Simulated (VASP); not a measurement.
# Sb3Ir4S4 (a cell with a defect) in VASP: notebook, part 2 of 2

VASP 6.6.1.

**3. Single point, LDA**

The input, INCAR:

```
PREC = Accurate
ENCUT = 520
EDIFF = 1E-6
ISMEAR = -1
SIGMA = 0.1
LREAL = False
LASPH = True
NELM = 80
ALGO = Fast
ISIF = 2
LWAVE = False
LCHARG = True
LELF = True
LVHAR = True
NBANDS = 48
```

The input, KPOINTS:

```
regular mesh
0
Gamma
  3 3 3
```

The input, POSCAR:

```
Sb3Ir4S4
1.0
    5.9742170000      0.0000000000      0.0000000000
    0.0000000000      5.9742170000      0.0000000000
    0.0000000000      0.0000000000      5.9742170000
Ir Sb S
4 3 4
Direct
    1.0280585724      0.2240211562     -0.0151968032
   -0.0191385750      0.7558367900      0.5136753486
    0.4841052811      0.1393124823      0.4335882008
    0.5174525800      0.8447147132      0.0135083811
    0.4739740789      0.4959583825      0.6586521715
    0.1172823150      0.6441436593      0.9117539587
    0.8794576762      0.3540957752      0.3645830073
    0.6408983805      0.8744511624      0.6478700054
    0.3832577558      0.1829151837      0.0794930951
    0.8759306868      0.8879861579      0.1429432510
    0.1185095888      0.0985945104      0.6063149363
```

Potentials or basis: VASP PAW LDA potentials, release 64 (Ir, Sb, S).

Started as:

```
$ cat potpaw_LDA.64/Ir/POTCAR potpaw_LDA.64/Sb/POTCAR potpaw_LDA.64/S/POTCAR > POTCAR
$ mpirun -np 1 vasp_std > vasp.out
```

OUTCAR:

```text
PREC = Accurate
   ENCUT = 520
   EDIFF = 1E-6
   ISMEAR = -1
   LREAL = False
   LASPH = True
   NELM = 80
   ISIF = 2

 ion  position               nearest neighbor table
   1  0.028  0.224  0.985-   9 2.21  10 2.40  11 2.44   7 2.56   6 2.60   6 3.53
   2  0.981  0.756  0.514-  11 2.28   8 2.30  10 2.43   6 2.60   7 2.63   5 3.44   5 3.51
   3  0.484  0.139  0.434-   9 2.21   8 2.24  11 2.43   5 2.52   7 2.72   4 3.07
   4  0.517  0.845  0.014-   9 2.21  10 2.29   8 2.31   6 2.74   5 2.98   3 3.07
   5  0.474  0.496  0.659-   8 2.47   3 2.52   6 2.76   4 2.98   7 3.11   9 3.18  11 3.20   2 3.44
                             2 3.51
   6  0.117  0.644  0.912-  10 2.47   2 2.60   1 2.60   4 2.74   5 2.76  11 3.27   7 3.51   1 3.53

   7  0.879  0.354  0.365-  11 2.54   1 2.56   2 2.63   3 2.72  10 3.08   5 3.11   6 3.51
   8  0.641  0.874  0.648-   3 2.24   2 2.30   4 2.31   5 2.47
   9  0.383  0.183  0.079-   4 2.21   1 2.21   3 2.21   5 3.18
  10  0.876  0.888  0.143-   4 2.29   1 2.40   2 2.43   6 2.47   7 3.08
  11  0.119  0.099  0.606-   2 2.28   3 2.43   1 2.44   7 2.54   5 3.20   6 3.27

  LATTYP: Found a simple cubic cell.
 ALAT       =     5.9742170000

  Lattice vectors:

[... 201 lines left out ...]
      6      -2.2406      2.00000
[... 703 lines left out ...]
     47      11.2197      0.00000
     48      11.8476      0.00000

------------------------ aborting loop because EDIFF is reached ----------------------------------------

  FORCE on cell =-STRESS in cart. coord.  units (eV):
  Direction    XX          YY          ZZ          XY          YZ          ZX
  --------------------------------------------------------------------------------------
  -------------------------------------------------------------------------------------
  Total        2.3252163      4.0119334      1.0002167     -3.9801516      1.0652304     -2.3564236
  in kB       17.4715312     30.1454187      7.5155661    -29.9066122      8.0040751    -17.7060205
  external PRESSURE =      18.3775053 kB  Pullay stress =       0.0000000 kB

 VOLUME and BASIS-vectors are now :
 -----------------------------------------------------------------------------
  energy-cutoff  :      520.00
  volume of cell :      213.23
      direct lattice vectors                 reciprocal lattice vectors
     5.974217000  0.000000000  0.000000000     0.167385952  0.000000000  0.000000000
     0.000000000  5.974217000  0.000000000     0.000000000  0.167385952  0.000000000
     0.000000000  0.000000000  5.974217000     0.000000000  0.000000000  0.167385952

 POSITION                                       TOTAL-FORCE (eV/Angst)
 -----------------------------------------------------------------------------------
      0.16763      1.33835      5.88343        -0.117069      0.035351     -0.028258
      5.85988      4.51553      3.06881         0.057046     -0.113550     -0.018668
      2.89215      0.83228      2.59035         0.014776      0.058050      0.023204
      3.09137      5.04651      0.08070        -0.040337     -0.120383      0.025027
      2.83162      2.96296      3.93493         0.009472     -0.028573     -0.012556
      0.70067      3.84825      5.44702        -0.024753     -0.003558      0.037534
      5.25407      2.11544      2.17810         0.002617      0.012943     -0.003257
      3.82887      5.22416      3.87052         0.000042     -0.006436      0.018898
      2.28967      1.09278      0.47491         0.056522      0.104799     -0.048387
      5.23300      5.30502      0.85397         0.027764     -0.019635      0.019043
      0.70800      0.58903      3.62226         0.013921      0.080991     -0.012580
 -----------------------------------------------------------------------------------
    total drift:                                0.000404     -0.000416      0.000107

  FREE ENERGIE OF THE ION-ELECTRON SYSTEM (eV)
  ---------------------------------------------------
  free  energy   TOTEN  =       -74.4086881859 eV

  energy  without entropy=      -74.2569508063  energy(sigma->0) =      -74.33281950
```

Wall time 2 min (1 thread of AMD EPYC 9R45 (Zen 5), shared host); peak memory 0.29 GiB.

What came out:

* Free energy: -74.4087 eV
* Pressure: 1.8 GPa
* Largest force: 0.129 eV/Å
* Band gap on the k mesh: none (metal or under the smearing width)

Forces on the atoms (eV/Å):
```
Ir  -0.117  0.035 -0.028
Ir   0.057 -0.114 -0.019
Ir   0.015  0.058  0.023
Ir  -0.040 -0.120  0.025
Sb   0.009 -0.029 -0.013
Sb  -0.025 -0.004  0.038
Sb   0.003  0.013 -0.003
S    0.000 -0.006  0.019
S    0.057  0.105 -0.048
S    0.028 -0.020  0.019
S    0.014  0.081 -0.013
```

Levels at points of the mesh, in eV from the Fermi level:
| k point | band 35 | band 36 | band 37 | band 38 | band 39 | band 40 | band 41 | band 42 |
| --- | --- | --- | --- | --- | --- | --- | --- | --- |
| (0.00, 0.00, 0.00) | -1.21 | -1.13 | -0.34 | -0.02 | 0.47 | 0.77 | 1.04 | 1.25 |

The run has no spin-orbit coupling, so splittings on Ir, Sb are missing.

**4. Single point, LDA**

The input, INCAR:

```
ALGO = Fast
EDIFF = 1E-7
ENCUT = 520
ISIF = 2
ISMEAR = -1
LASPH = T
LCHARG = F
LREAL = F
LWAVE = F
NBANDS = 48
NELM = 100
PREC = Accurate
SIGMA = 0.1
```

The input, KPOINTS:

```
k-points
0
Gamma
  3 3 3
```

The input, POSCAR:

```
Sb3Ir4S4
1.0
    5.9742170000      0.0000000000      0.0000000000
    0.0000000000      5.9742170000      0.0000000000
    0.0000000000      0.0000000000      5.9742170000
Ir Sb S
4 3 4
Direct
    1.0209900310      0.2267453626     -0.0169592099
   -0.0275135637      0.7645227818      0.5099925229
    0.4818278278      0.1445324132      0.4468465072
    0.5195293375      0.8377986605      0.0167742484
    0.5388244183      0.4522281330      0.7405363749
    0.1235366911      0.6416526216      0.8994035536
    0.8793132221      0.3575482779      0.3634752470
    0.6314399025      0.8662114215      0.6460116866
    0.3777415517      0.1768307043      0.0873816602
    0.8796729345      0.8872866520      0.1372198231
    0.1164922533      0.1034359817      0.6079076137
```

Started as:

```
$ cat potpaw_LDA.64/Ir/POTCAR potpaw_LDA.64/Sb/POTCAR potpaw_LDA.64/S/POTCAR > POTCAR
$ mpirun -np 1 vasp_std > vasp.out
```

Run time: 2.4 min. Hardware: 1 thread of AMD EPYC 9R45 (Zen 5), shared host; peak memory 0.29 GiB.

It converged, with:

```
Free energy            : -74.9951 eV
Pressure               : 0.2 GPa
Largest force          : 1.529 eV/Å
Band gap on the k mesh : none (metal or under the smearing width)
```

Forces in eV/Å, atoms in the order of the input:
```
Ir  -0.260  0.138 -0.162
Ir  -0.124  0.075 -0.174
Ir  -0.076  0.196  0.097
Ir  -0.072 -0.155 -0.038
Sb   0.903 -0.586  1.085
Sb   0.017  0.015 -0.264
Sb  -0.053  0.121 -0.138
S   -0.210 -0.088 -0.117
S   -0.095  0.058 -0.029
S    0.042  0.026 -0.166
S   -0.073  0.199 -0.094
```

Stress tensor (GPa, compression positive):
```
 0.44 -2.46 -1.20
-2.46  1.24  0.20
-1.20  0.20 -1.14
```

Levels at points of the mesh, in eV from the Fermi level:
```csv
k point,band 34,band 35,band 36,band 37,band 38,band 39,band 40,band 41
"(0.00, 0.00, 0.00)",-1.59,-1.19,-1.09,-0.56,0.15,0.33,0.88,1.01
```

**5. Single point, LDA**

The input, INCAR:

```
SYSTEM = Sb3Ir4S4
PREC = Accurate ; ENCUT = 520
EDIFF = 1E-6 ; ISMEAR = -1
SIGMA = 0.1 ; LREAL = .FALSE.
LASPH = .TRUE. ; NELM = 80
ALGO = Fast ; ISIF = 2
LWAVE = .FALSE. ; LCHARG = .TRUE.
LELF = .TRUE. ; LVHAR = .TRUE.
NBANDS = 48
```

The input, KPOINTS:

```
Automatic mesh
0
G
  3 3 3
  0 0 0
```

The input, POSCAR:

```
Sb3Ir4S4
1.0
    5.9742170000      0.0000000000      0.0000000000
    0.0000000000      5.9742170000      0.0000000000
    0.0000000000      0.0000000000      5.9742170000
Ir Sb S
4 3 4
Direct
    1.0119075019      0.2355791562     -0.0165810850
   -0.0343941306      0.7697956067      0.5095690364
    0.4850689220      0.1628817634      0.4694345719
    0.5201985465      0.8135799219     -0.0014261283
    0.5969649244      0.4051749376      0.8155430243
    0.1264110427      0.6418421025      0.8935482257
    0.8776194437      0.3617638931      0.3672839470
    0.6256791476      0.8662946123      0.6407276468
    0.3767146389      0.1619589647      0.1002769066
    0.8815729325      0.8861383843      0.1294450804
    0.1161777351      0.1105465369      0.6121736120
```

Started as:

```
$ cat potpaw_LDA.64/Ir/POTCAR potpaw_LDA.64/Sb/POTCAR potpaw_LDA.64/S/POTCAR > POTCAR
$ mpirun -np 1 vasp_std > vasp.out
```

Wall time 2.5 min (1 thread of AMD EPYC 9R45 (Zen 5), shared host); peak memory 0.29 GiB.

The run converged. Its results:

```
Free energy            : -76.5953 eV
Pressure               : -1.5 GPa
Largest force          : 2.181 eV/Å
Band gap on the k mesh : none (metal or under the smearing width)
```

Forces on the atoms (eV/Å):
```
Ir  -0.347  0.314 -0.174
Ir  -0.179  0.123 -0.193
Ir  -0.012  0.581  0.331
Ir  -0.114 -0.513 -0.503
Sb   1.225 -0.957  1.530
Sb  -0.019  0.079 -0.293
Sb  -0.119  0.196 -0.100
S   -0.234  0.036 -0.294
S   -0.094 -0.197  0.093
S   -0.023  0.042 -0.322
S   -0.084  0.296 -0.075
```

Stress tensor (GPa, compression positive):
```
-1.69 -0.81 -0.96
-0.81 -0.67 -0.85
-0.96 -0.85 -2.19
```

Levels at points of the mesh, in eV from the Fermi level:
| k point | band 34 | band 35 | band 36 | band 37 | band 38 | band 39 | band 40 | band 41 |
| --- | --- | --- | --- | --- | --- | --- | --- | --- |
| (0.00, 0.00, 0.00) | -1.70 | -1.45 | -1.21 | -0.92 | 0.28 | 0.63 | 0.97 | 1.05 |

The run has no spin-orbit coupling, so splittings on Ir, Sb are missing.

**6. Single point, LDA**

The input, INCAR:

```
ALGO     = Fast           # electronic algorithm
EDIFF    = 1E-7           # SCF threshold, eV
ENCUT    = 520            # plane-wave cutoff, eV
GGA      = CA             # functional
ISIF     = 2              # what is computed and relaxed
ISMEAR   = -1             # smearing method
LASPH    = T              # aspherical terms in the spheres
LCHARG   = F              # write CHGCAR
LREAL    = F              # projectors in reciprocal space
LWAVE    = F              # write WAVECAR
NBANDS   = 48             # bands
NELM     = 80             # most SCF steps
PREC     = Accurate       # precision mode
SIGMA    = 0.1            # smearing width, eV
```

The input, KPOINTS:

```
k-points
0
Gamma
  3 3 3
```

The input, POSCAR:

```
Sb3Ir4S4
1.0
    5.9742170000      0.0000000000      0.0000000000
    0.0000000000      5.9742170000      0.0000000000
    0.0000000000      0.0000000000      5.9742170000
Ir Sb S
4 3 4
Direct
    1.0164831642      0.2344543226     -0.0023010547
   -0.0396478735      0.7841852748      0.4992948867
    0.4874792797      0.1933686038      0.5032157352
    0.5277787867      0.7812277324     -0.0233138502
    0.6229800491      0.3662493344      0.8779627523
    0.1317436243      0.6367383374      0.8763201939
    0.8747059238      0.3754212477      0.3791591434
    0.6185575449      0.8666290495      0.6242212159
    0.3819971722      0.1259212714      0.1256392260
    0.8880039008      0.8809586260      0.1179120209
    0.1159052308      0.1271649490      0.6232888762
```

Potentials or basis: VASP PAW LDA potentials, release 64 (Ir, Sb, S).

Started as:

```
$ cat potpaw_LDA.64/Ir/POTCAR potpaw_LDA.64/Sb/POTCAR potpaw_LDA.64/S/POTCAR > POTCAR
$ mpirun -np 1 vasp_std > vasp.out
```

Wall time 1.8 min (1 thread of Intel Xeon 6975P-C (Granite Rapids), shared host); peak memory 0.32 GiB.

The run converged. Its results:

```yaml
Free_energy: -77.5256 eV
Pressure: -1.3 GPa
Largest_force: 0.098 eV/Å
Band_gap_on_the_k_mesh: none (metal or under the smearing width)
```

Forces on the atoms (eV/Å):
```
Ir  -0.019  0.039  0.002
Ir   0.077 -0.059 -0.018
Ir   0.000  0.090 -0.017
Ir  -0.033 -0.047  0.076
Sb  -0.001  0.002 -0.002
Sb   0.007 -0.006 -0.003
Sb   0.005  0.009 -0.005
S   -0.035 -0.047 -0.032
S   -0.003  0.010 -0.005
S    0.007 -0.013  0.004
S   -0.005  0.022 -0.002
```

Stress tensor (GPa, compression positive):
```
-1.45 -0.39 -0.30
-0.39 -0.82 -0.46
-0.30 -0.46 -1.58
```

Levels at points of the mesh, in eV from the Fermi level:
```
           k point  band 34  band 35  band 36  band 37  band 38  band 39  band 40  band 41
(0.00, 0.00, 0.00)    -1.87    -1.81    -1.61    -1.21     0.40     0.54     0.85     1.02
```
